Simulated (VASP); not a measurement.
# MoS2 (R3m): band edges, masses and strain, part 8 of 10

Wanted: where the band edges of MoS2 lie, how heavy the carriers are and how strain moves the gap. The start is a cell from a database of measured crystal structures.

VASP 6.6.1, plane waves and PAW; the level of theory is named at each step.

So far. Step 16 (Bands of the strained cell, strain along x 0.5 %): On this path the gap is indirect, 0.88 eV, with the valence top at Z and the conduction bottom between X and Γ. The least direct gap is 1.71 eV. Step 18 (Bands of the strained cell): The run ends at a pressure of -0.55 GPa, with forces up to 7.0e-4 eV/Å.

## 20. Bands of the strained cell

Level of this step: PBEsol; plane waves and PAW (Mo_sv, S) (VASP).

Input file INCAR:

```
SYSTEM = MoS2
PREC = Accurate
ENCUT = 400
EDIFF = 1E-06
NELM = 100
ISMEAR = 0
SIGMA = 0.02
LREAL = .FALSE.
ALGO = Normal
GGA = PS
NBANDS = 26
LASPH = .TRUE.
LORBIT = 11
LWAVE = .FALSE.
LCHARG = .FALSE.
KPAR = 4
ISIF = 2
```

Input file POSCAR:

```
MoS2
1.0
    1.5799999400      0.9167744580      6.1500000000
   -1.5799999400      0.9167744580      6.1500000000
    0.0000000000     -1.8335489159      6.1500000000
Mo S
1 2
Direct
    0.0002960003      0.0002960003      0.9997013661
    0.2494037775      0.2494037775      0.2496785256
    0.4173002221      0.4173002221      0.4176201082
```

Input file KPOINTS:

```
Automatic mesh
0
Gamma
10 10 10
0 0 0
```

Input file KPOINTS_OPT:

```
Line mode
16
Line-mode
Reciprocal
  0.00000000   0.00000000   0.00000000 GAMMA
 -0.50000000  -0.50000000   0.00000000 Y

 -0.50000000  -0.50000000   0.00000000 Y
 -0.34074052  -0.34074052   0.18148105 F

 -0.34074052  -0.34074052   0.18148105 F
  0.00000000   0.00000000   0.50000000 L

  0.00000000   0.00000000   0.50000000 L
 -0.18216113   0.18216113   0.50000000 I

  0.18216113   0.81783887   0.50000000 I1
  0.50000000   0.50000000   0.50000000 Z

  0.50000000   0.50000000   0.50000000 Z
  0.34074052   0.34074052   0.81851895 F1

 -0.50000000  -0.50000000   0.00000000 Y
 -0.66016012  -0.33983988   0.00000000 X1

 -0.33983988   0.33983988   0.00000000 X
  0.00000000   0.00000000   0.00000000 GAMMA

  0.00000000   0.00000000   0.00000000 GAMMA
 -0.50000000   0.00000000   0.00000000 N

  0.00000000   0.50000000   0.50000000 M
  0.00000000   0.00000000   0.00000000 GAMMA
```

The projector-augmented-wave data sets are Mo_sv and S (PBE family, release 64).

The run is started by

```console
$ mpirun -np 4 vasp_std
```

The program printed:

```text
[... set-up lines as in an earlier step ...]
 entering main loop
       N       E                     dE             d eps       ncg     rms          rms(c)
DAV:   1     0.145061729188E+03    0.14506E+03   -0.11282E+04 14968   0.776E+02
DAV:   2    -0.196850459211E+02   -0.16475E+03   -0.15881E+03 17902   0.235E+02
DAV:   3    -0.248696803004E+02   -0.51846E+01   -0.51479E+01 18006   0.392E+01
DAV:   4    -0.249127313309E+02   -0.43051E-01   -0.43033E-01 17792   0.394E+00
[...]
DAV:  12    -0.234417905916E+02    0.15751E-04   -0.45182E-05 15994   0.326E-02    0.294E-02
DAV:  13    -0.234417969005E+02   -0.63089E-05   -0.64848E-06 15852   0.124E-02    0.633E-03
DAV:  14    -0.234417969295E+02   -0.28971E-07   -0.52590E-07 13676   0.363E-03
   1 F= -.23441797E+02 E0= -.23441797E+02  d E =-.185960E-75
 Start KPOINTS_OPT (optional k-point list driver)
k-point batch [1-160\160]
       N       E                     dE             ncg
DAV:   1    -0.832614898220E+04   -0.11769E+06     8576
DAV:   2    -0.342515964987E+05   -0.25925E+05    10218
DAV:   3    -0.350379840185E+05   -0.78639E+03    10100
DAV:   4    -0.350445036637E+05   -0.65196E+01    10094
DAV:   5    -0.350445861552E+05   -0.82492E-01    10148
DAV:   6    -0.350445876268E+05   -0.14716E-02    10268
DAV:   7    -0.350445876585E+05   -0.31664E-04    10066
DAV:   8    -0.350445876592E+05   -0.68812E-06     7402
```

Elapsed: 1.8 min, on 4 MPI ranks of Intel Xeon 6975P-C (Granite Rapids), shared host; peak memory 2.1 GiB; 7.1 min of CPU time.

Parts of OUTCAR (step 20):

```text
  Total       -0.6223602     -0.8959819      0.0173732      0.0000000      0.0045432      0.0000000
  in kB      -18.6554816    -26.8573947      0.5207693      0.0000000      0.1361840      0.0000000
  external PRESSURE =     -14.9973690 kB  Pullay stress =       0.0000000 kB

 POSITION                                       TOTAL-FORCE (eV/Angst)
 -----------------------------------------------------------------------------------
      0.00000     -1.83246      6.15180         0.000000     -0.000572      0.000086
      0.00000     -0.00050      4.60319         0.000000      0.000492     -0.000453
      0.00000     -0.00059      7.70116         0.000000      0.000080      0.000367
 -----------------------------------------------------------------------------------
    total drift:                                0.000000     -0.000044      0.000065

  FREE ENERGIE OF THE ION-ELECTRON SYSTEM (eV)
  ---------------------------------------------------
  free  energy   TOTEN  =       -23.4417969295 eV

  energy  without entropy=      -23.4417969295  energy(sigma->0) =      -23.44179693

[... 2 parts as in an earlier step ...]

[... 1 further part left out ...]
[key lines of the parts left out:]
E-fermi :   7.7638
```

The electronic bands at the labelled points (eV, zero at the valence-band top; v1 is the highest filled band, c1 the lowest empty one):

```tsv
point	v4	v3	v2	v1	c1	c2	c3	c4
Γ	-2.32	-2.28	-1.23	-1.20	2.00	2.03	2.41	2.45
0.53 of the way	-3.32	-2.47	-2.10	-1.49	1.36	1.59	2.61	3.27
Y	-3.91	-2.94	-1.79	-1.34	1.53	2.11	2.96	3.90
0.53 of the way	-3.91	-2.91	-1.78	-1.35	1.53	2.12	2.98	3.86
F	-3.92	-2.82	-1.75	-1.37	1.53	2.14	3.03	3.79
0.47 of the way	-3.96	-2.55	-1.66	-1.44	1.56	2.06	3.28	3.59
L	-3.98	-2.36	-1.60	-1.52	1.57	1.98	3.44	3.47
0.53 of the way	-3.78	-3.29	-2.60	-1.07	1.31	2.28	2.60	4.01
I	-4.40	-3.79	-2.81	-0.79	0.99	2.25	2.98	4.19
jump to I1	-4.40	-3.79	-2.81	-0.79	0.99	2.25	2.98	4.19
0.53 of the way	-3.88	-2.77	-1.92	-1.45	1.45	1.73	2.17	3.42
Z	-3.41	-2.29	-2.25	0.00	2.10	2.12	2.27	2.32
0.47 of the way	-3.10	-2.71	-2.31	-1.24	1.71	1.94	2.06	3.07
F1	-3.92	-2.82	-1.75	-1.37	1.53	2.14	3.03	3.79
jump to Y	-3.91	-2.94	-1.79	-1.34	1.53	2.11	2.96	3.90
0.47 of the way	-4.03	-3.11	-2.77	-1.06	1.50	2.34	3.04	3.52
X1	-4.40	-3.70	-2.88	-0.77	0.94	2.25	2.97	4.21
jump to X	-4.40	-3.70	-2.88	-0.77	0.94	2.25	2.97	4.21
0.47 of the way	-3.81	-2.81	-1.68	-1.55	0.88	1.81	2.31	3.72
Γ	-2.32	-2.28	-1.23	-1.20	2.00	2.03	2.41	2.45
0.53 of the way	-3.41	-2.46	-1.75	-1.61	1.21	1.71	2.67	3.07
N	-4.04	-2.35	-1.65	-1.49	1.58	1.99	3.43	3.45
jump to M	-3.96	-2.92	-1.84	-1.32	1.53	2.12	2.95	3.88
0.53 of the way	-3.21	-2.69	-1.89	-1.30	1.33	1.66	2.43	3.08
Γ	-2.32	-2.28	-1.23	-1.20	2.00	2.03	2.41	2.45
```

Of the projections kept (Mo, S), the largest for each band there; the rest of the weight can lie on other orbitals:

```tsv
point	v4	v3	v2	v1	c1	c2	c3	c4
Γ	Mo 0.62	Mo 0.62	S 0.77	Mo 0.70	S 0.51	S 0.51	S 0.61	S 0.61
Y	Mo 0.58	S 0.73	S 0.83	Mo 0.65	Mo 0.96	Mo 0.91	Mo 0.68	Mo 0.58
F	Mo 0.58	S 0.72	S 0.82	Mo 0.67	Mo 0.96	Mo 0.90	Mo 0.66	Mo 0.59
L	Mo 0.57	S 0.72	S 0.81	Mo 0.72	Mo 0.95	Mo 0.92	Mo 0.64	Mo 0.61
I	S 0.65	S 0.78	S 0.67	Mo 0.84	Mo 0.92	Mo 0.79	Mo 0.79	Mo 0.70
I1	S 0.65	S 0.78	S 0.67	Mo 0.84	Mo 0.92	Mo 0.79	Mo 0.79	Mo 0.70
```

Between step 8 and this run (strain along y 0.5 %) the value for the least gap on mesh and path moves from 0.883 eV to 0.879 eV.

## 21. Strained cell, atoms relaxed

Changes to INCAR since step 20:

```diff
@@ -10,3 +10,3 @@
 GGA = PS
-NBANDS = 26
+NBANDS = 19
 LASPH = .TRUE.
@@ -16,2 +16,5 @@
 KPAR = 4
+IBRION = 2
+NSW = 30
 ISIF = 2
+EDIFFG = -0.003
```

Input file POSCAR:

```
MoS2
1.0
    1.5799999400      0.9122133910      6.1192500000
   -1.5799999400      0.9122133910      6.1192500000
    0.0000000000     -1.8244267820      6.1192500000
Mo S
1 2
Direct
    0.0000969778      0.0000969778      0.0000969778
    0.2493547625      0.2493547625      0.2493547625
    0.4175482597      0.4175482597      0.4175482597
```

KPOINTS is that of step 20.

The run is started by

```console
$ mpirun -np 4 vasp_std
```

The program printed:

```text
[... set-up lines as in an earlier step ...]
 entering main loop
       N       E                     dE             d eps       ncg     rms          rms(c)
DAV:   1     0.146449542287E+03    0.14645E+03   -0.11890E+04  4584   0.106E+03
DAV:   2    -0.193965210809E+02   -0.16585E+03   -0.16208E+03  5616   0.290E+02
DAV:   3    -0.248377717308E+02   -0.54413E+01   -0.54019E+01  5316   0.496E+01
DAV:   4    -0.248962385644E+02   -0.58467E-01   -0.58440E-01  5642   0.548E+00
[...]
DAV:  12    -0.234428531183E+02    0.16938E-04   -0.70948E-05  5038   0.546E-02    0.208E-02
DAV:  13    -0.234428625451E+02   -0.94268E-05   -0.16417E-05  4870   0.232E-02    0.753E-03
DAV:  14    -0.234428625985E+02   -0.53445E-07   -0.93930E-07  3218   0.615E-03
   1 F= -.23442863E+02 E0= -.23442863E+02  d E =-.234429E+02
[...]
N       E                     dE             d eps       ncg     rms          rms(c)
DAV:   1    -0.234436201008E+02   -0.75756E-03   -0.10256E-01  4414   0.151E+00    0.316E-01
DAV:   2    -0.234439627336E+02   -0.34263E-03   -0.46019E-03  5203   0.380E-01    0.167E-01
DAV:   3    -0.234439544041E+02    0.83295E-05   -0.98192E-05  5285   0.670E-02    0.874E-02
DAV:   4    -0.234439534600E+02    0.94413E-06   -0.70660E-05  5057   0.473E-02    0.290E-02
DAV:   5    -0.234439490976E+02    0.43623E-05   -0.23252E-05  4888   0.285E-02    0.523E-03
DAV:   6    -0.234439488381E+02    0.25953E-06   -0.11253E-06  3462   0.694E-03
   2 F= -.23443949E+02 E0= -.23443949E+02  d E =-.108624E-02
 trial-energy change:   -0.001086  1 .order   -0.001090   -0.002091   -0.000088
 step:   1.0439(harm=  1.0439)  dis= 0.00741  next Energy=   -23.443954 (dE=-0.109E-02)
[...]
N       E                     dE             d eps       ncg     rms          rms(c)
DAV:   1    -0.234439503666E+02   -0.12690E-05   -0.20460E-04  4516   0.670E-02    0.144E-02
DAV:   2    -0.234439510149E+02   -0.64828E-06   -0.96108E-06  5203   0.172E-02
   3 F= -.23443951E+02 E0= -.23443951E+02  d E =-.108842E-02
[...]
reached required accuracy - stopping structural energy minimisation
```

Elapsed: 45 s, on 4 MPI ranks; peak memory 1.2 GiB; 2.9 min of CPU time.

From OUTCAR (step 21):

```text
  Total       -0.5110440     -0.5110440      0.0850558      0.0000000      0.0000000     -0.0000000
  in kB      -15.4726940    -15.4726940      2.5752040      0.0000000      0.0000000     -0.0000000
  external PRESSURE =      -9.4567280 kB  Pullay stress =       0.0000000 kB

 POSITION                                       TOTAL-FORCE (eV/Angst)
 -----------------------------------------------------------------------------------
      0.00000      0.00000      0.00180         0.000000      0.000000     -0.001568
      0.00000      0.00000      4.57017         0.000000      0.000000      0.000879
      0.00000      0.00000      7.67265         0.000000     -0.000000      0.000688
 -----------------------------------------------------------------------------------
    total drift:                                0.000000      0.000000      0.000049

  FREE ENERGIE OF THE ION-ELECTRON SYSTEM (eV)
  ---------------------------------------------------
  free  energy   TOTEN  =       -23.4439510149 eV

  energy  without entropy=      -23.4439510149  energy(sigma->0) =      -23.44395101

[... 2 parts as in an earlier step ...]

[... 2 further parts left out ...]
[key lines of the parts left out:]
E-fermi :   7.8818
```

The relaxation ends 0.4 meV an atom lower, with a largest force of 0.0016 eV/Å.

## 22. Bands of the strained cell

Changes to INCAR since step 21:

```diff
@@ -10,3 +10,3 @@
 GGA = PS
-NBANDS = 19
+NBANDS = 26
 LASPH = .TRUE.
@@ -16,5 +16,2 @@
 KPAR = 4
-IBRION = 2
-NSW = 30
 ISIF = 2
-EDIFFG = -0.003
```

Input file POSCAR:

```
MoS2
1.0
    1.5799999400      0.9122133910      6.1192500000
   -1.5799999400      0.9122133910      6.1192500000
    0.0000000000     -1.8244267820      6.1192500000
Mo S
1 2
Direct
    0.0000978284      0.0000978284      0.0000978284
    0.2489504760      0.2489504760      0.2489504760
    0.4179516957      0.4179516957      0.4179516957
```

KPOINTS is that of step 21.

Input file KPOINTS_OPT:

```
Line mode
16
Line-mode
Reciprocal
  0.00000000   0.00000000   0.00000000 GAMMA
  0.50000000   0.00000000   0.00000000 L

  0.50000000   0.00000000   0.00000000 L
  0.50000000   0.18148179  -0.18148179 B1

  0.81851821   0.50000000   0.18148179 B
  0.50000000   0.50000000   0.50000000 Z

  0.50000000   0.50000000   0.50000000 Z
  0.00000000   0.00000000   0.00000000 GAMMA

  0.00000000   0.00000000   0.00000000 GAMMA
  0.34074089   0.00000000  -0.34074089 X

  0.65925911   0.34074089   0.00000000 Q
  0.50000000   0.50000000   0.00000000 F

  0.50000000   0.50000000   0.00000000 F
  0.65925911   0.65925911   0.18148179 P1

  0.65925911   0.65925911   0.18148179 P1
  0.50000000   0.50000000   0.50000000 Z

  0.50000000   0.00000000   0.00000000 L
  0.81851821   0.34074089   0.34074089 P
```

The run is started by

```console
$ mpirun -np 4 vasp_std
```

The program printed:

```text
[... set-up lines as in an earlier step ...]
 entering main loop
       N       E                     dE             d eps       ncg     rms          rms(c)
DAV:   1     0.145696256806E+03    0.14570E+03   -0.11184E+04  6144   0.777E+02
DAV:   2    -0.196504304736E+02   -0.16535E+03   -0.15935E+03  7352   0.235E+02
DAV:   3    -0.248599875866E+02   -0.52096E+01   -0.51730E+01  7398   0.394E+01
DAV:   4    -0.249032060446E+02   -0.43218E-01   -0.43200E-01  7296   0.395E+00
[...]
DAV:  12    -0.234439451919E+02    0.15972E-04   -0.44227E-05  6592   0.323E-02    0.300E-02
DAV:  13    -0.234439508802E+02   -0.56883E-05   -0.61127E-06  6528   0.122E-02    0.653E-03
DAV:  14    -0.234439508990E+02   -0.18717E-07   -0.53114E-07  5566   0.367E-03
   1 F= -.23443951E+02 E0= -.23443951E+02  d E =-.729649E-93
 Start KPOINTS_OPT (optional k-point list driver)
k-point batch [1-116\144]
       N       E                     dE             ncg
DAV:   1    -0.860990205561E+04   -0.83162E+05     6216
DAV:   2    -0.275211312184E+05   -0.18911E+05     7438
DAV:   3    -0.280854271710E+05   -0.56430E+03     7326
DAV:   4    -0.280900394959E+05   -0.46123E+01     7248
DAV:   5    -0.280900970614E+05   -0.57566E-01     7286
DAV:   6    -0.280900980831E+05   -0.10217E-02     7328
DAV:   7    -0.280900981051E+05   -0.21998E-04     7314
DAV:   8    -0.280900981055E+05   -0.46633E-06     5278
k-point batch [117-144\144]
       N       E                     dE             ncg
DAV:   1     0.528269877511E+05   -0.20832E+05     1512
DAV:   2     0.482772578472E+05   -0.45497E+04     1778
DAV:   3     0.481444768803E+05   -0.13278E+03     1824
DAV:   4     0.481433976177E+05   -0.10793E+01     1748
DAV:   5     0.481433839325E+05   -0.13685E-01     1820
DAV:   6     0.481433836855E+05   -0.24694E-03     1740
DAV:   7     0.481433836802E+05   -0.53912E-05     1828
DAV:   8     0.481433836800E+05   -0.11193E-06     1292
```

The job ended after 57 s (4 MPI ranks; peak memory 1.4 GiB).

OUTCAR, selected parts (step 22):

```text
  Total       -0.5123876     -0.5123876      0.0812375      0.0000000      0.0000000      0.0000000
  in kB      -15.5133725    -15.5133726      2.4595980      0.0000000      0.0000000      0.0000000
  external PRESSURE =      -9.5223824 kB  Pullay stress =       0.0000000 kB

 POSITION                                       TOTAL-FORCE (eV/Angst)
 -----------------------------------------------------------------------------------
      0.00000      0.00000      0.00180         0.000000     -0.000000     -0.001571
      0.00000      0.00000      4.57017         0.000000      0.000000      0.000212
      0.00000      0.00000      7.67265         0.000000      0.000000      0.001359
 -----------------------------------------------------------------------------------
    total drift:                               -0.000000      0.000000      0.000070

  FREE ENERGIE OF THE ION-ELECTRON SYSTEM (eV)
  ---------------------------------------------------
  free  energy   TOTEN  =       -23.4439508990 eV

  energy  without entropy=      -23.4439508990  energy(sigma->0) =      -23.44395090

[... 2 parts as in an earlier step ...]

[... 1 further part left out ...]
[key lines of the parts left out:]
E-fermi :   7.9268
```

The run ends at a pressure of -0.95 GPa, with forces up to 0.0016 eV/Å.

## 23. Strained cell, atoms relaxed

Changes to INCAR since step 22:

```diff
@@ -10,3 +10,3 @@
 GGA = PS
-NBANDS = 26
+NBANDS = 19
 LASPH = .TRUE.
@@ -16,2 +16,5 @@
 KPAR = 4
+IBRION = 2
+NSW = 30
 ISIF = 2
+EDIFFG = -0.003
```

Input file POSCAR:

```
MoS2
1.0
    1.5799999400      0.9122133910      6.1807500000
   -1.5799999400      0.9122133910      6.1807500000
    0.0000000000     -1.8244267820      6.1807500000
Mo S
1 2
Direct
    0.0000969778      0.0000969778      0.0000969778
    0.2493547625      0.2493547625      0.2493547625
    0.4175482597      0.4175482597      0.4175482597
```

KPOINTS is that of step 22.

The run is started by

```console
$ mpirun -np 4 vasp_std
```

The program printed:

```text
[... set-up lines as in an earlier step ...]
 entering main loop
       N       E                     dE             d eps       ncg     rms          rms(c)
DAV:   1     0.150015955105E+03    0.15002E+03   -0.11818E+04  4544   0.106E+03
DAV:   2    -0.191219407528E+02   -0.16914E+03   -0.16509E+03  5559   0.292E+02
DAV:   3    -0.248502894301E+02   -0.57283E+01   -0.56799E+01  5399   0.505E+01
DAV:   4    -0.249120909073E+02   -0.61801E-01   -0.61769E-01  5563   0.554E+00
[...]
DAV:  12    -0.234443164888E+02    0.21571E-04   -0.95897E-05  5058   0.654E-02    0.280E-02
DAV:  13    -0.234443269329E+02   -0.10444E-04   -0.19651E-05  4848   0.259E-02    0.899E-03
DAV:  14    -0.234443269720E+02   -0.39078E-07   -0.13984E-06  3350   0.739E-03
   1 F= -.23444327E+02 E0= -.23444327E+02  d E =-.234443E+02
[...]
N       E                     dE             d eps       ncg     rms          rms(c)
DAV:   1    -0.234450800506E+02   -0.75312E-03   -0.98567E-02  4423   0.147E+00    0.318E-01
DAV:   2    -0.234454184733E+02   -0.33842E-03   -0.44336E-03  5219   0.372E-01    0.163E-01
DAV:   3    -0.234454109018E+02    0.75715E-05   -0.94914E-05  5261   0.656E-02    0.862E-02
DAV:   4    -0.234454118786E+02   -0.97688E-06   -0.70150E-05  5032   0.472E-02    0.303E-02
DAV:   5    -0.234454076496E+02    0.42291E-05   -0.23845E-05  4893   0.288E-02    0.519E-03
DAV:   6    -0.234454072811E+02    0.36845E-06   -0.12090E-06  3580   0.714E-03
   2 F= -.23445407E+02 E0= -.23445407E+02  d E =-.108031E-02
 trial-energy change:   -0.001080  1 .order   -0.001071   -0.002010   -0.000132
 step:   1.0682(harm=  1.0704)  dis= 0.00743  next Energy=   -23.445412 (dE=-0.108E-02)
[...]
N       E                     dE             d eps       ncg     rms          rms(c)
DAV:   1    -0.234454105942E+02   -0.29446E-05   -0.46705E-04  4495   0.101E-01    0.218E-02
DAV:   2    -0.234454124823E+02   -0.18881E-05   -0.21832E-05  5207   0.259E-02    0.109E-02
DAV:   3    -0.234454124892E+02   -0.69672E-08   -0.39780E-07  2909   0.443E-03
   3 F= -.23445412E+02 E0= -.23445412E+02  d E =-.108552E-02
[...]
reached required accuracy - stopping structural energy minimisation
```

Wall time 47 s (4 MPI ranks); peak memory 1.2 GiB; 3.1 min of CPU time.

OUTCAR, selected parts (step 23):

```text
  Total       -0.5432922     -0.5432922     -0.0109276      0.0000000      0.0000000      0.0000000
  in kB      -16.2853886    -16.2853886     -0.3275575      0.0000000      0.0000000      0.0000000
  external PRESSURE =     -10.9661115 kB  Pullay stress =       0.0000000 kB

 POSITION                                       TOTAL-FORCE (eV/Angst)
 -----------------------------------------------------------------------------------
      0.00000      0.00000      0.00182         0.000000      0.000000      0.000438
      0.00000      0.00000      4.63103         0.000000     -0.000000      0.000286
      0.00000      0.00000      7.73484         0.000000     -0.000000     -0.000724
 -----------------------------------------------------------------------------------
    total drift:                               -0.000000      0.000000      0.000103

  FREE ENERGIE OF THE ION-ELECTRON SYSTEM (eV)
  ---------------------------------------------------
  free  energy   TOTEN  =       -23.4454124892 eV

  energy  without entropy=      -23.4454124892  energy(sigma->0) =      -23.44541249

[... 2 parts as in an earlier step ...]

[... 2 further parts left out ...]
[key lines of the parts left out:]
E-fermi :   7.7455
```

The relaxation ends 0.4 meV an atom lower, with a largest force of 7.2e-4 eV/Å.

(Part 8 of 10 ends here.)

[Lines on the potential files, build, host, timing and source positions are cut from VASP's logs without a mark.]

[Logs are printed without paths, hosts, clocks, repeated set-up lines and the standing remarks that a program may print on its own settings, such as how far it seeks lower states.]

[Hosts, paths, dates, database ids (printed as entryN), source tags and the programs' standing remarks are cut or masked in the printed files.]

[In band tables of VASP the shares of atoms and orbitals are scaled to a sum of 1 inside the atoms' spheres.]

[Gaps and slopes under strain along one axis are those of the sampled path and mesh points; where strain splits equal valleys, another of them can be the edge.]
